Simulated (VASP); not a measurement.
These are r2SCAN meta-GGA, VASP's PBE PAW potentials (set 64) (plane waves; VASP) values and carry that method's errors.

VASP input:

**POSCAR**
```
Pb
1
   -1.9782634955     1.9782634955     1.9782634955
    1.9782634955    -1.9782634955     1.9782634955
    1.9782634955     1.9782634955    -1.9782634955
Pb
1
Direct
  0.0000000000   0.0000000000   0.0000000000
```

File KPOINTS:
```
Automatic mesh
0
Gamma
12 12 12
0 0 0
```

INCAR:
```
! general
SYSTEM  = Pb
PREC    = Accurate
ENCUT   = 400
LREAL   = F
LASPH   = T

! electronic loop
EDIFF   = 1E-6
NELM    = 100
ALGO    = Normal
LMAXMIX = 4
LMIXTAU = T

! smearing
ISMEAR  = 1
SIGMA   = 0.1

! functional
METAGGA = R2SCAN

! ions
IBRION  = 2
NSW     = 60
ISIF    = 3
EDIFFG  = -0.01

! output
LWAVE   = F
LCHARG  = F
```

POTCAR, in this order: Pb_d (PBE.64 set). Program: vasp_std.

Output

### OUTCAR
```
 ion  position               nearest neighbor table
   1  0.000  0.000  0.000-
  LATTYP: Found a body centered cubic cell.
 ALAT       =     3.9565269910
 Subroutine PRICEL returns:
 Original cell was already a primitive cell.
 Subroutine GETGRP returns: Found 48 space group operations
The static configuration has the point symmetry O_h .
The dynamic configuration has the point symmetry O_h .
 Subroutine INISYM returns: Found 48 space group operations
 Subroutine IBZKPT returns following result:
 Found     72 irreducible k-points:

 Following reciprocal coordinates:
            Coordinates               Weight
  0.000000  0.000000  0.000000      1.000000
  0.083333  0.000000  0.000000     12.000000
  0.166667  0.000000  0.000000     12.000000
  0.250000  0.000000  0.000000     12.000000
  0.333333  0.000000  0.000000     12.000000
  0.416667  0.000000  0.000000     12.000000
  0.500000  0.000000  0.000000      6.000000
  0.083333  0.083333  0.000000     24.000000
  0.166667  0.083333  0.000000     48.000000
  0.250000  0.083333  0.000000     48.000000
...
```

### OSZICAR
```
       N       E                     dE             d eps       ncg     rms          rms(c)
DAV:   1     0.389572755137E+02    0.38957E+02   -0.65815E+03  1633   0.124E+03
DAV:   2    -0.554553373998E+02   -0.94413E+02   -0.92990E+02  1635   0.303E+02
DAV:   3    -0.596018705162E+02   -0.41465E+01   -0.41152E+01  1899   0.760E+01
DAV:   4    -0.596969167982E+02   -0.95046E-01   -0.94983E-01  1946   0.127E+01
DAV:   5    -0.597012837494E+02   -0.43670E-02   -0.43667E-02  1997   0.236E+00    0.104E+00
DAV:   6    -0.560595520271E+02    0.36417E+01   -0.15654E+00  1812   0.299E+01    0.724E-01
DAV:   7    -0.562207624747E+02   -0.16121E+00   -0.91831E-02  1800   0.556E+00    0.368E-01
DAV:   8    -0.561935587382E+02    0.27204E-01   -0.10014E-01  1608   0.280E+00    0.116E-01
DAV:   9    -0.562271159970E+02   -0.33557E-01   -0.16052E-02  1668   0.204E+00    0.149E-01
DAV:  10    -0.562332907241E+02   -0.61747E-02   -0.33617E-03  1722   0.644E-01    0.914E-02
DAV:  11    -0.562340311810E+02   -0.74046E-03   -0.54975E-03  1650   0.111E+00    0.171E-02
DAV:  12    -0.562346252088E+02   -0.59403E-03   -0.86857E-04  1632   0.246E-01    0.148E-02
DAV:  13    -0.562344804116E+02    0.14480E-03   -0.22156E-04  1734   0.143E-01    0.866E-03
DAV:  14    -0.562346725729E+02   -0.19216E-03   -0.11230E-04  1656   0.115E-01    0.267E-03
DAV:  15    -0.562346831582E+02   -0.10585E-04   -0.39031E-05  1755   0.633E-02    0.230E-03
DAV:  16    -0.562346843924E+02   -0.12342E-05   -0.12384E-06  1662   0.806E-03    0.177E-03
DAV:  17    -0.562346852388E+02   -0.84638E-06   -0.13737E-06  1647   0.103E-02
   1 F= -.56234685E+02 E0= -.56234876E+02  d E =-.562347E+02
```

**OUTCAR**
```
------------------------ aborting loop because EDIFF is reached ----------------------------------------
  FORCE on cell =-STRESS in cart. coord.  units (eV):
  Direction    XX          YY          ZZ          XY          YZ          ZX
  --------------------------------------------------------------------------------------
  Total       -0.0043216     -0.0043216     -0.0043216     -0.0000000     -0.0000000     -0.0000000
  in kB       -0.2235876     -0.2235876     -0.2235876     -0.0000000     -0.0000000     -0.0000000
  external PRESSURE =      -0.2235876 kB  Pullay stress =       0.0000000 kB
  volume of cell :       30.97
      direct lattice vectors                 reciprocal lattice vectors
    -1.978263496  1.978263496  1.978263496     0.000000000  0.252746917  0.252746917
     1.978263496 -1.978263496  1.978263496     0.252746917  0.000000000  0.252746917
     1.978263496  1.978263496 -1.978263496     0.252746917  0.252746917  0.000000000
 POSITION                                       TOTAL-FORCE (eV/Angst)
 -----------------------------------------------------------------------------------
      0.00000      0.00000      0.00000         0.000000     -0.000000      0.000000
 -----------------------------------------------------------------------------------
    total drift:                                0.000000      0.000000     -0.000000
  FREE ENERGIE OF THE ION-ELECTRON SYSTEM (eV)
  ---------------------------------------------------
  free  energy   TOTEN  =       -56.2346852388 eV

  energy  without entropy=      -56.2352584259  energy(sigma->0) =      -56.23487630

 reached required accuracy - stopping structural energy minimisation
```
(Selected blocks of OUTCAR.)

The structure was generated: Pb was put into the bcc type (Im-3m), which need not be its known phase. It was relaxed first. The start is the result of an earlier pass.
